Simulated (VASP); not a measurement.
All values below come from PBE GGA, VASP's PBE PAW potentials (set 64) (plane waves; VASP 6.6.1).

Input for VASP

### KPOINTS
```
Automatic mesh
0
gamma
  12 12 12
0 0 0
```

INCAR:
```
! general
SYSTEM  = TiB
PREC    = Accurate
ENCUT   = 520
LREAL   = .False.   ! projection in real space or not
LASPH   = .True.

! electronic loop
EDIFF   = 1E-6   ! SCF stop (eV)
NELM    = 100
ALGO    = Normal   ! blocked Davidson
LMAXMIX = 4   ! l cut-off of mixed one-centre charges

! smearing
ISMEAR  = 1   ! Methfessel-Paxton
SIGMA   = 0.1   ! width (eV)

! functional
GGA     = PE   ! PBE

! ions
IBRION  = 2
NSW     = 60   ! most ionic steps
ISIF    = 3
EDIFFG  = -0.01   ! ionic stop

! output
LWAVE   = .False.
LCHARG  = .False.
```

**POSCAR**
```
TiB
1
    2.7885307515     0.0000000000     0.0000000000
    0.0000000000     2.7885307515    -0.0000000000
    0.0000000000     0.0000000000     2.7885307515
Ti B
1 1
Direct
  0.0000000000   0.0000000000   0.0000000000
  0.5000000000   0.5000000000   0.5000000000
```

POTCAR, in this order: Ti_sv B (PBE.64 set). Program: vasp_std.

**Question.** Estimate the energy per atom (σ→0), band gap (on the k-mesh).

**Answer.** 
The energy per atom (σ→0) comes out as -701.5 kJ/mol of atoms and the band gap (on the k-mesh) is none (metal, semimetal or under 0.01 eV).

**OSZICAR**
```
...
DAV:   8    -0.145388911373E+02   -0.40985E-02   -0.19493E-01  2334   0.348E+00    0.138E+00
DAV:   9    -0.145410157926E+02   -0.21247E-02   -0.27200E-02  2244   0.203E+00    0.383E-01
DAV:  10    -0.145408604022E+02    0.15539E-03   -0.39862E-03  2329   0.879E-01    0.134E-01
DAV:  11    -0.145405159182E+02    0.34448E-03   -0.17506E-03  2184   0.319E-01    0.347E-02
DAV:  12    -0.145404941203E+02    0.21798E-04   -0.78822E-05  2226   0.951E-02    0.125E-02
DAV:  13    -0.145404907078E+02    0.34125E-05   -0.92742E-06  2212   0.395E-02    0.355E-03
DAV:  14    -0.145404903774E+02    0.33034E-06   -0.25562E-07  1065   0.668E-03
   1 F= -.14540490E+02 E0= -.14540946E+02  d E =-.145405E+02
```

The structure was generated: TiB was put into the CsCl type type (Pm-3m), which need not be its known phase. It was relaxed first, which changed the volume by -32 %. The start is the result of an earlier pass. The electron count is odd and the run is not spin-polarised, which forces a metal.
